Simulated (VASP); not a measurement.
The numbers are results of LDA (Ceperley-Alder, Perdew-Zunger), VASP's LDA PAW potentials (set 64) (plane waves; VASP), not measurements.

Input for VASP

POSCAR:
```
TiPd2
1
   -1.6374000000     1.6374000000     4.3882350000
    1.6374000000    -1.6374000000     4.3882350000
    1.6374000000     1.6374000000    -4.3882350000
Ti Pd
1 2
Direct
  0.0000000000   0.0000000000   0.0000000000
  0.6568600000   0.6568600000   0.0000000000
  0.3431400000   0.3431400000   0.0000000000
```

**KPOINTS**
```
Automatic
0
Gamma
  12 12 12
0 0 0
```

INCAR:
```
ALGO = Normal
EDIFF = 1E-6
ENCUT = 300
ISIF = 2
ISMEAR = 0
LASPH = .TRUE.
LCHARG = .FALSE.
LMAXMIX = 4
LREAL = .FALSE.
LWAVE = .FALSE.
NELM = 100
PREC = Accurate
SIGMA = 0.272
SYSTEM = TiPd2
```

POTCAR, in this order: Ti_sv Pd (LDA.64 set). Program: vasp_std.

What VASP printed:

File OUTCAR:
```
 ion  position               nearest neighbor table
   1  0.000  0.000  0.000-   2 2.69   2 2.69   2 2.69   3 2.69   2 2.69   3 2.69   3 2.69   3 2.69
                             2 3.01   3 3.01
   2  0.657  0.657  0.000-   1 2.69   1 2.69   1 2.69   1 2.69   3 2.75   3 2.83   3 2.83   3 2.83
                             3 2.83   1 3.01
   3  0.343  0.343  0.000-   1 2.69   1 2.69   1 2.69   1 2.69   2 2.75   2 2.83   2 2.83   2 2.83
                             2 2.83   1 3.01
  LATTYP: Found a body centered tetragonal cell.
 ALAT       =     3.2748000000
 C/A-ratio  =     2.6800018322
 Subroutine PRICEL returns:
 Original cell was already a primitive cell.
 Subroutine GETGRP returns: Found 16 space group operations
The static configuration has the point symmetry D_4h.
The dynamic configuration has the point symmetry D_4h.
 Subroutine INISYM returns: Found 16 space group operations
 Subroutine IBZKPT returns following result:
 Found    163 irreducible k-points:

 Following reciprocal coordinates:
            Coordinates               Weight
  0.000000  0.000000  0.000000      1.000000
  0.083333  0.000000 -0.000000      8.000000
  0.166667  0.000000 -0.000000      8.000000
  0.250000  0.000000 -0.000000      8.000000
...
```

OSZICAR:
```
       N       E                     dE             d eps       ncg     rms          rms(c)
DAV:   1     0.209460195042E+03    0.20946E+03   -0.11672E+04  6552   0.121E+03
DAV:   2    -0.124406881035E+02   -0.22190E+03   -0.21073E+03  7028   0.352E+02
DAV:   3    -0.258072148943E+02   -0.13367E+02   -0.12738E+02  8544   0.866E+01
DAV:   4    -0.261766034770E+02   -0.36939E+00   -0.36699E+00  8096   0.142E+01
DAV:   5    -0.261879032849E+02   -0.11300E-01   -0.11298E-01  8672   0.230E+00    0.126E+01
DAV:   6    -0.244098113376E+02    0.17781E+01   -0.15020E+01  8768   0.369E+01    0.102E+01
DAV:   7    -0.237550866729E+02    0.65472E+00   -0.90083E+00  9176   0.310E+01    0.476E+00
DAV:   8    -0.233880850610E+02    0.36700E+00   -0.98525E-01  9184   0.959E+00    0.142E+00
DAV:   9    -0.233905804628E+02   -0.24954E-02   -0.14039E-01  9824   0.242E+00    0.968E-01
DAV:  10    -0.233786737068E+02    0.11907E-01   -0.40737E-02  9044   0.216E+00    0.156E-01
DAV:  11    -0.233788424457E+02   -0.16874E-03   -0.84557E-04  7564   0.246E-01    0.106E-01
DAV:  12    -0.233786547699E+02    0.18768E-03   -0.72752E-04  9568   0.245E-01    0.173E-02
DAV:  13    -0.233786532168E+02    0.15531E-05   -0.33173E-05  8396   0.621E-02    0.447E-03
DAV:  14    -0.233786530097E+02    0.20711E-06   -0.81882E-07  4900   0.890E-03
   1 F= -.23378653E+02 E0= -.23341414E+02  d E =-.744788E-01
```

**OUTCAR**
```
------------------------ aborting loop because EDIFF is reached ----------------------------------------
  FORCE on cell =-STRESS in cart. coord.  units (eV):
  Direction    XX          YY          ZZ          XY          YZ          ZX
  --------------------------------------------------------------------------------------
  Total       -3.6838240     -3.6838240     -4.0749114      0.0000000      0.0000000     -0.0000000
  in kB     -125.4151535   -125.4151535   -138.7296582      0.0000000      0.0000000     -0.0000000
  external PRESSURE =    -129.8533217 kB  Pullay stress =       0.0000000 kB
  volume of cell :       47.06
      direct lattice vectors                 reciprocal lattice vectors
    -1.637400000  1.637400000  4.388235000     0.000000000  0.305362160  0.113941026
     1.637400000 -1.637400000  4.388235000     0.305362160  0.000000000  0.113941026
     1.637400000  1.637400000 -4.388235000     0.305362160  0.305362160  0.000000000
 POSITION                                       TOTAL-FORCE (eV/Angst)
 -----------------------------------------------------------------------------------
      0.00000      0.00000      0.00000         0.000000      0.000000      0.000000
      0.00000      0.00000      5.76491         0.000000      0.000000     -0.105399
      0.00000      0.00000      3.01156        -0.000000     -0.000000      0.105399
 -----------------------------------------------------------------------------------
    total drift:                               -0.000000     -0.000000      0.000000
  FREE ENERGIE OF THE ION-ELECTRON SYSTEM (eV)
  ---------------------------------------------------
  free  energy   TOTEN  =       -23.3786530097 eV

  energy  without entropy=      -23.3041742525  energy(sigma->0) =      -23.34141363
```
(Selected blocks of OUTCAR.)

At this cut-off the stress carries a Pulay error, which pulls relaxed volumes low.

The structure comes from a computed database's TiPd2 entry (I4/mmm); how it stands against other phases isn't given here. The cell was not relaxed at this level.
